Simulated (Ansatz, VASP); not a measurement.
## Ta2CF2 in two plane-wave programs

One calculation is typed for both programs; each brings its own data sets. How far apart do they land? The cell is taken from a series of runs on this material, whose earlier steps may have relaxed, scaled, displaced or heated it; both programs get it as it stands.

Main program and level: Ansatz 0.2.0; plane waves, with VASP 6.6.1 beside it; single point at PBEsol.

## Step 1: The structure

The cell holds 5 atoms: 1 C, 2 Ta and 2 F. Cell: a = 3.100 Å, b = 3.100 Å, c = 20.000 Å, α = 90.0°, β = 90.0°, γ = 120.0°. Vacuum lies along c.

Structure file:

```xyz
5
Lattice="3.1000 0.0000 0.0000 -1.5500 2.6847 0.0000 0.0000 0.0000 20.0000" Properties=species:S:1:pos:R:3
C     0.0000    0.0000   10.0000
Ta    0.0000    1.7898   11.2000
Ta    1.5500    0.8949    8.8000
F     1.5500    0.8949   12.3500
F     0.0000    1.7898    7.6500
```

## Step 2: VASP: single point, PBEsol, pair 1

With cell and atoms fixed, the geometry can't cause a difference; cores, projectors, grids and the points listed under the comparison can.

Lines of VASP's logs that name or quote its potential files are left out, and so is its time.

Contents of INCAR:

```
SYSTEM = Ta2CF2
PREC = Accurate
ENCUT = 520
EDIFF = 1E-06
NELM = 120
ISMEAR = 0
SIGMA = 0.1
LREAL = .FALSE.
ALGO = Normal
GGA = PS
NBANDS = 26
LASPH = .TRUE.
LORBIT = 11
LWAVE = .FALSE.
LCHARG = .FALSE.
ISIF = 2
LDIPOL = .TRUE.
IDIPOL = 3
DIPOL = 0.5 0.5 0.5
LVHAR = .TRUE.
GGA_COMPAT = .FALSE.
NELMDL = -8
KPAR = 2
```

Contents of POSCAR:

```
Ta2CF2
1.0
    3.1000000000      0.0000000000      0.0000000000
   -1.5500000000      2.6846800000      0.0000000000
    0.0000000000      0.0000000000     20.0000000000
C Ta F
1 2 2
Direct
    0.0000000000      0.0000000000      0.5000000000
    0.3333333333      0.6666666667      0.5600000000
    0.6666666667      0.3333333333      0.4400000000
    0.6666666667      0.3333333333      0.6175000000
    0.3333333333      0.6666666667      0.3825000000
```

Contents of KPOINTS:

```
Automatic mesh
0
Gamma
6 6 1
0 0 0
```

The projector-augmented-wave data sets are C, Ta_pv and F (PBE family, release 64).

On the command line:

```sh
$ mpirun -np 2 vasp_std
```

Numbers of over 12 decimals in the logs are rounded to 6 here.

The log of the run:

```text
[banner, memory and clock lines left out]
running    2 mpi-ranks, on    1 nodes
 distrk:  each k-point on    1 cores,    2 groups
 distr:  one band on    1 cores,    1 groups

 POSCAR found type information on POSCAR C TaF
 POSCAR found :  3 types and       5 ions
|                                                                             |
|               ----> ADVICE to this user running VASP <----                  |
|                                                                             |
|     You enforced a specific xc type in the INCAR file but a different       |
|     [... a line on the potential file left out ...]
|     I HOPE YOU KNOW WHAT YOU ARE DOING!                                     |
|                                                                             |

 LDA part: xc-table for (Slater+PW92), standard interpolation
 POSCAR, INCAR and KPOINTS ok, starting setup
 FFT: planning ... GRIDC
 FFT: planning ... GRID_SOFT
 FFT: planning ... GRID
 WAVECAR not read
 entering main loop
       N       E                     dE             d eps       ncg     rms          rms(c)
DAV:   1     0.371410825979E+03    0.37141E+03   -0.21970E+04   420   0.135E+03
DAV:   2    -0.216290780489E+02   -0.39304E+03   -0.38696E+03   432   0.371E+02
DAV:   3    -0.516426692125E+02   -0.30014E+02   -0.29362E+02   464   0.984E+01
DAV:   4    -0.523593335455E+02   -0.71666E+00   -0.71212E+00   464   0.151E+01
DAV:   5    -0.523757231371E+02   -0.16390E-01   -0.16331E-01   488   0.211E+00
DAV:   6    -0.523760397548E+02   -0.31662E-03   -0.31653E-03   480   0.330E-01
DAV:   7    -0.523760524316E+02   -0.12677E-04   -0.12674E-04   480   0.614E-02
DAV:   8    -0.523760530201E+02   -0.58848E-06   -0.58834E-06   416   0.130E-02    0.357E+01
DAV:   9    -0.456375545025E+02    0.67385E+01   -0.35487E+01   452   0.321E+01    0.150E+01
DAV:  10    -0.454418418079E+02    0.19571E+00   -0.14677E+00   478   0.740E+00    0.544E+00
DAV:  11    -0.453776038707E+02    0.64238E-01   -0.23610E-01   466   0.252E+00    0.573E-01
DAV:  12    -0.453703918067E+02    0.72121E-02   -0.36240E-02   476   0.872E-01    0.258E-01
DAV:  13    -0.453678015380E+02    0.25903E-02   -0.45572E-03   502   0.401E-01    0.998E-02
DAV:  14    -0.453670972264E+02    0.70431E-03   -0.16680E-03   486   0.210E-01    0.611E-02
[...]
DAV:  19    -0.453696499249E+02   -0.45146E-04   -0.15468E-05   420   0.193E-02    0.430E-03
DAV:  20    -0.453696693567E+02   -0.19432E-04   -0.31615E-05   400   0.125E-02    0.232E-03
DAV:  21    -0.453696774292E+02   -0.80725E-05   -0.23791E-06   306   0.421E-03    0.938E-04
DAV:  22    -0.453696968571E+02   -0.19428E-04   -0.40530E-06   346   0.437E-03    0.166E-03
DAV:  23    -0.453697064772E+02   -0.96200E-05   -0.72968E-07   296   0.289E-03    0.985E-04
DAV:  24    -0.453697152883E+02   -0.88111E-05   -0.11345E-06   294   0.244E-03    0.503E-04
DAV:  25    -0.453697171651E+02   -0.18768E-05   -0.59539E-07   294   0.129E-03    0.197E-04
DAV:  26    -0.453697174491E+02   -0.28398E-06   -0.38282E-08   274   0.427E-04
   1 F= -.45369717E+02 E0= -.45366499E+02  d E =-.643671E-02
```

From OUTCAR (step 2):

```text
ion  position               nearest neighbor table
   1  0.000  0.000  0.500-   2 2.15   3 2.15   3 2.15   2 2.15   3 2.15   2 2.15
   2  0.333  0.667  0.560-   4 2.13   4 2.13   4 2.13   1 2.15   1 2.15   1 2.15   3 2.99   3 2.99
                             3 2.99
   3  0.667  0.333  0.440-   5 2.13   5 2.13   5 2.13   1 2.15   1 2.15   1 2.15   2 2.99   2 2.99
                             2 2.99
   4  0.667  0.333  0.617-   2 2.13   2 2.13   2 2.13
   5  0.333  0.667  0.383-   3 2.13   3 2.13   3 2.13

  LATTYP: Found a hexagonal cell.
 ALAT       =     3.1000000000
 C/A-ratio  =     6.4516129032

 Subroutine GETGRP returns: Found 12 space group operations
 (whereof 12 operations were pure point group operations)

The static configuration has the point symmetry D_3d.

 Found      7 irreducible k-points:

   k-points           NKPTS =      7   k-points in BZ     NKDIM =      7   number of bands    NBANDS=     26

   dimension x,y,z NGX =    24 NGY =   24 NGZ =  150
   dimension x,y,z NGXF=    48 NGYF=   48 NGZF=  300

   ENCUT  =  520.0 eV  38.22 Ry    6.18 a.u.   5.76  5.76 37.19*2*pi/ulx,y,z

   NELECT =      40.0000    total number of electrons

 k-points in reciprocal lattice and weights: Automatic mesh
   0.00000000  0.00000000  0.00000000       0.028
   0.16666667  0.00000000  0.00000000       0.167
   0.33333333  0.00000000  0.00000000       0.167
   0.50000000  0.00000000  0.00000000       0.083
   0.16666667  0.16666667  0.00000000       0.167
   0.33333333  0.16666667  0.00000000       0.333
   0.33333333  0.33333333  0.00000000       0.056

 dipolmoment           0.000000      0.000000     -0.000000 electrons x Angstroem

 average (electrostatic) potential at core
       1 -54.4470       2 -42.6074       3 -42.6074       4 -82.7137       5 -82.7137

 E-fermi :   1.4466

 k-point     1 :       0.0000    0.0000    0.0000
  band No.  band energies     occupation
    ...
     18      -3.1646      2.00000
     19      -0.1898      2.00000
     20      -0.1898      2.00000
     21       0.0092      2.00000
     22       1.3006      1.96110
     23       1.7329      0.00005
     24       2.4570      0.00000
     25       2.4570      0.00000
     26       2.8340      0.00000

 k-point     2 :       0.1667    0.0000    0.0000
  band No.  band energies     occupation
    ...
     17      -4.2448      2.00000
     18      -3.3797      2.00000
     19      -1.0739      2.00000
     20       0.5640      2.00000
     21       0.5724      2.00000
     22       1.6045      0.02559
     23       1.7421      0.00003
     24       2.7353      0.00000
     25       2.8426      0.00000
     26       3.2095      0.00000

 k-point     3 :       0.3333    0.0000    0.0000
  band No.  band energies     occupation
    ...
     15      -8.2932      2.00000
     16      -5.1272      2.00000
     17      -4.3111      2.00000
     18      -3.4705      2.00000
     19      -2.2688      2.00000
     20       1.6614      0.00239
     21       1.9732      0.00000
     22       2.2955      0.00000
     23       3.0655      0.00000
     24       3.3839      0.00000
    ...

  Total        7.5834727      7.5834797      0.6206335      0.0000000      0.0000000      0.0000000
  in kB       72.9952318     72.9952996      5.9739497      0.0000000      0.0000000      0.0000000
  external PRESSURE =      50.6548270 kB  Pullay stress =       0.0000000 kB

  energy-cutoff  :      520.00
  volume of cell :      166.45
      direct lattice vectors                 reciprocal lattice vectors
     3.100000000  0.000000000  0.000000000     0.322580645  0.186241936  0.000000000
    -1.550000000  2.684680000  0.000000000     0.000000000  0.372483871  0.000000000
     0.000000000  0.000000000 20.000000000     0.000000000  0.000000000  0.050000000

 POSITION                                       TOTAL-FORCE (eV/Angst)
 -----------------------------------------------------------------------------------
      0.00000      0.00000     10.00000         0.000000      0.000000      0.000000
     -0.00000      1.78979     11.20000        -0.000000     -0.000000     -6.300459
      1.55000      0.89489      8.80000        -0.000000     -0.000000      6.300459
      1.55000      0.89489     12.35000        -0.000000     -0.000000      3.375305
     -0.00000      1.78979      7.65000         0.000000      0.000000     -3.375305
 -----------------------------------------------------------------------------------
    total drift:                                0.000000     -0.000000      0.000000

  FREE ENERGIE OF THE ION-ELECTRON SYSTEM (eV)
  ---------------------------------------------------
  free  energy   TOTEN  =       -45.3697174491 eV

  energy  without entropy=      -45.3632807416  energy(sigma->0) =      -45.36649910

 vacuum level on the upper side and lower side of the slab         3.359         3.359

 total charge
# of ion       s       p       d       tot
------------------------------------------
    1        0.859   1.624   0.000   2.483
    2        0.281   6.213   2.559   9.053
    3        0.281   6.213   2.559   9.053
    4        1.739   4.389   0.000   6.128
    5        1.739   4.389   0.000   6.128
--------------------------------------------------
tot          4.898  22.828   5.117  32.844

[... 3 further parts left out ...]
```

The run ends at a pressure of 5.07 GPa, with forces up to 6.3 eV/Å.

## Step 3: Ansatz: single point, PBEsol, pair 1

Ansatz runs on its default PAW (the set named soft_2) files.

The same cell, functional, mesh and smearing now go to Ansatz, which takes its cutoff from its data sets.

Contents of input.yaml:

```yaml
crystal:
  lattice:
    - [3.1, 0.0, 0.0]
    - [-1.55, 2.68468, 0.0]
    - [0.0, 0.0, 20.0]
  atoms:
    - { symbol: C, position: [0.0, 0.0, 0.5] }
    - { symbol: Ta, position: [0.333333, 0.666667, 0.56] }
    - { symbol: Ta, position: [0.666667, 0.333333, 0.44] }
    - { symbol: F, position: [0.666667, 0.333333, 0.6175] }
    - { symbol: F, position: [0.333333, 0.666667, 0.3825] }
  periodic: [true, true, false]
kpoints:
  mp_grid: { grid: [6, 6, 1] }
hamiltonian:
  xc: pbesol
scf:
  occupations: { method: gaussian, width: 0.1 }
output:
  forces: true
  stress: true
  eigenvalues: true
```

On the command line:

```sh
$ ansatz run input.yaml --threads 8 --pin off --max-ram 14336MiB --backend cpu --events-out ev --progress --plain --runs-dir out
```

The log of the run:

```text
Warning: crystal.periodic: the lattice vector that does not repeat stood 0.000° off the slab's normal, 20.000 Å along it as the deck builds it. The run solves the slab on a vector along the normal, 33.200 Å long, with every atom where it was (on the deck's vector they left 15.30 Å outside them, and the widest stretch free of ions among them is 1.20 Å). A fractional position that the run reports is one of the run's ce [...]
Warning: the atoms were moved onto the symmetric positions of the space group found under crystal.symmetry.tolerance 1.0e-5 (fractional; no operation is sought that the atoms, as they stand in a round, miss by more than twice it, and no atom is moved by as much as it), and the run uses the moved positions. Before a round's move an operation carried an atom to 3.10e-6 Å from where it should land, the largest such dist [...]
crystal.periodic: the lattice vector that does not repeat stood 0.000° off the slab's normal, 20.000 Å along it as the deck builds it. The run solves the slab on a vector along the normal, 33.200 Å long, with every atom where it was (on the deck's vector they left 15.30 Å outside them, and the widest stretch free of ions among them is 1.20 Å). A fractional position that the run reports is one of the run's cell, which [...]
Engine: ansatz 0.2.0, aarch64-unknown-linux-gnu
Pseudopotentials: kind: paw
Pseudopotential: C, paw, valence charge 4, recommended cutoff 420 eV (normal), C.paw.azcp
Pseudopotential: Ta, paw, valence charge 13, recommended cutoff 420 eV (normal), Ta.paw.azcp
Pseudopotential: F, paw, valence charge 7, recommended cutoff 420 eV (normal), F.paw.azcp
Functional definition: PBEsol
  exchange = pbesol_x
  correlation = pbesol_c
Crystal: 5 atoms, lattice volume = 276.307 Å³
Basis set: ecut = 420 eV, 5403 PW (Γ), exchange–correlation on 48×48×450 points (8 copies of the dense FFT grid, shifted against one another)
Bands: 27, of which v1, the nominal top of the filled ones, is band 22 counted from 1 (21 counted from 0)
Symmetry: 12 space group operations
Space group: P-3m1 (ITA 164), of the structure as read, at distance tolerance 6.5e-5 Å
k-points: 7 of 36
Non-local potential: C, projectors of the file, l = 0: 2, l = 1: 2, l = 2: 1
Non-local potential: Ta, projectors of the file, l = 0: 3, l = 1: 2, l = 2: 2, l = 3: 1
Non-local potential: F, projectors of the file, l = 0: 2, l = 1: 2, l = 2: 1
PAW form: soft (Blöchl's): semilocal exchange-correlation on the pseudo side does not see the compensation charge
PAW frozen core: C, regenerated for the run's functional, and the local potential with it (the file was generated under x = pbe(κ = 0.804, μ = 0.219515), c = pbe(β = 0.066725))
PAW frozen core: Ta, regenerated for the run's functional, and the local potential with it (the file was generated under x = pbe(κ = 0.804, μ = 0.219515), c = pbe(β = 0.066725))
PAW frozen core: F, regenerated for the run's functional, and the local potential with it (the file was generated under x = pbe(κ = 0.804, μ = 0.219515), c = pbe(β = 0.066725))
PAW one-centre angular grid: C, 110 points (default); XC on 64 Gauss nodes
PAW one-centre angular grid: Ta, 590 points (default); XC on 64 Gauss nodes
PAW one-centre angular grid: F, 110 points (default); XC on 64 Gauss nodes
Initial density: superposition of atomic densities (neutral atoms: chi_scale 0, normalization atom), corrected by the library's trained network
Initial wavefunctions: pseudopotential atomic-orbital guess
Functional: x = pbesol(κ = 0.804, μ = 0.123457), c = pbesol(β = 0.046)
SCF iter   1: F=—  HF=-21461.846579 eV  |F-HF|=—  |Δ(HF+E_count)|=         —  Δρ=8.19e-3  dr2=4.51e-1  ethr=1.77e-3  ⟨swp⟩=12.7  Hψ=1484  notcnv=0
preconditioner: auto → LDOS  [insulator: Δε(μ)=0.280 eV  Ē_g=9.214 eV  σ=0.100 eV  W_gap=0.94  n_scr=20 (ndim 8)  ℏωp=10.9 eV  f_vac=0.775  D(μ)=0.18/eV (n_scr^D=2)  ε∞_Penn≈2.4  β→1.0]
SCF iter   2: F=—  HF=-21461.771782 eV  |F-HF|=—  |Δ(HF+E_count)|=   7.48e-2  Δρ=6.97e-3  dr2=1.41e-1  ethr=1.02e-3  ⟨swp⟩=4.6  Hψ=506  notcnv=0  defer=3
SCF iter   3: F=—  HF=-21461.743994 eV  |F-HF|=—  |Δ(HF+E_count)|=   2.78e-2  Δρ=1.19e-3  dr2=1.71e-2  ethr=3.21e-4  ⟨swp⟩=3.3  Hψ=457  notcnv=0  defer=4
SCF iter   4: F=—  HF=-21461.741149 eV  |F-HF|=—  |Δ(HF+E_count)|=   2.85e-3  Δρ=5.84e-4  dr2=1.28e-3  ethr=3.88e-5  ⟨swp⟩=2.9  Hψ=365  notcnv=0  defer=4
SCF iter   5: F=—  HF=-21461.740842 eV  |F-HF|=—  |Δ(HF+E_count)|=   3.07e-4  Δρ=9.43e-5  dr2=4.48e-5  ethr=2.90e-6  ⟨swp⟩=3.7  Hψ=414  notcnv=0  defer=4
SCF iter   6: F=—  HF=-21461.740855 eV  |F-HF|=—  |Δ(HF+E_count)|=   1.29e-5  Δρ=3.25e-5  dr2=2.57e-6  ethr=1.02e-7  ⟨swp⟩=3.4  Hψ=453  notcnv=0  defer=4
SCF iter   7: F=—  HF=-21461.740855 eV  |F-HF|=—  |Δ(HF+E_count)|=   3.23e-8  Δρ=8.40e-6  dr2=1.01e-7  ethr=5.84e-9  ⟨swp⟩=3.7  Hψ=468  notcnv=0  defer=4
SCF iter   8: F=-21461.740855 eV  HF=-21461.740855 eV  |F-HF|=1.11e-8  |Δ(HF+E_count)|=   1.77e-7  Δρ=1.43e-6  dr2=3.86e-9  ethr=2.27e-10  ⟨swp⟩=17.6  Hψ=1307  notcnv=0
SCF 1 converged in 8 iterations: F = -21461.740855 eV  dr2 = 3.86e-9
  greatest PAW one-centre occupation: 1.000 electrons in one spin orbital (limit 2), on the Ta atom at site 2 (counted from 0), in its partial waves of l = 0
SCF converged after 8 iterations
Free energy (F): -21461.740855 eV
Harris-Foulkes:  -21461.740855 eV  (|F-HF|=1.11e-8)
Internal energy: -21461.733900 eV  (E = F + TS)
E sigma→0 (E₀):  -21461.737377 eV
Entropy (-TS):   -0.006955 eV (-1.391 meV/atom)
Fermi energy:    -1.878615 eV
--- Per-component energies (eV) ---
  E_band       = -1096.191592
  E_kinetic    = 1247.923169
  E_local      = -136352.945566  (includes V_loc(G=0)·N_el)
  E_nonlocal   = 211.679492
  E_hartree    = 67421.448730
  E_xc         = -642.346607
  E_vxc        = -674.276419  (∫ρ·V_xc dr)
  E_paw        = -17029.936442  (= ΣΔE_a)
  E_vpaw       = -371.478730  (= ΣTr[D̂ρ^β])
  E_aug_tail   = 0.004515  (compensation charges beyond the density's cutoff)
  E_ewald      = 63681.905532
  E_core_change = 0.533279  (= ΣΔE_core)
  E_smearing   = -0.006955  (= −TS)
  E_closure    = 0.000000  (closes the sum)
  Σ components = -21461.740855   (vs F -21461.740855, Δ=0.00e0)
--- Forces (eV/Å), atoms counted from 1 ---
  atom   1  C     -0.00000000     0.00000000     0.00000000
  atom   2  Ta     0.00000000    -0.00000000    -6.30257099
  atom   3  Ta    -0.00000000     0.00000000     6.30257099
  atom   4  F      0.00000000     0.00000000     3.32437966
  atom   5  F      0.00000000    -0.00000000    -3.32437966
  max |Σ_I F_I| component: 4.44e-16 eV/Å
--- 2D stress c σ (N/m, compression-positive) ---
       14.046213       0.000000       0.000000
        0.000000      14.046213       0.000000
        0.000000       0.000000       0.000000
  P = ½ c Tr σ = 14.0462 N/m
--- Band table (eV; the first three rows and the last of 7) ---
  k-point 0: bands = [... 18 lower, -6.4845, -6.4845, -3.5071, -3.5071, -3.3147, -2.0447, -1.6211, -0.8714, ... 1 higher]
  k-point 1: bands = [... 18 lower, -7.5602, -6.6986, -4.3930, -2.7600, -2.7465, -1.7342, -1.5967, -0.5928, ... 1 higher]
  k-point 2: bands = [... 18 lower, -7.6354, -6.7901, -5.5878, -1.6735, -1.3512, -1.0259, -0.2550, 0.0376, ... 1 higher]
  k-point 6: bands = [... 18 lower, -8.4503, -7.4927, -3.1173, -1.9207, -1.9207, -0.6278, -0.1538, -0.1538, ... 1 higher]
```

## Step 4: Comparison

Known differences besides the potentials themselves: Ansatz cuts the interaction across the vacuum, VASP repeats the sheet with a dipole correction; the data sets hold 44 valence electrons in Ansatz (on its default PAW (the set named soft_2) files) and 40 in VASP; the cutoff is 420 eV in Ansatz and 520 eV in VASP; Ansatz makes its cores anew for this functional, VASP keeps those of its PBE data sets. Total energies have different zeros and are not compared.

Forces (eV/Å; atoms numbered as in POSCAR):

| atom | Ansatz x, y, z | VASP x, y, z |
| --- | --- | --- |
| C1 | 0.000, 0.000, 0.000 | 0.000, 0.000, 0.000 |
| Ta2 | 0.000, 0.000, -6.303 | 0.000, 0.000, -6.300 |
| Ta3 | 0.000, 0.000, 6.303 | 0.000, 0.000, 6.300 |
| F4 | 0.000, 0.000, 3.324 | 0.000, 0.000, 3.375 |
| F5 | 0.000, 0.000, -3.324 | 0.000, 0.000, -3.375 |

The forces differ by 19 meV/Å r.m.s., which is 0.7 % of the r.m.s. force of 2.610 eV/Å (both taken over all components). With vacuum in the cell, a pressure given here is an average over mostly empty space and none of the material.

(Part 1 of 2 ends here.)

[Lines on the potential files, build, host, timing and source positions are cut from VASP's logs without a mark.]

[Logs are printed without paths, hosts, clocks, repeated set-up lines and the standing remarks that a program may print on its own settings, such as how far it seeks lower states.]

[Hosts, paths, dates, database ids (printed as entryN), source tags and the programs' standing remarks are cut or masked in the printed files.]
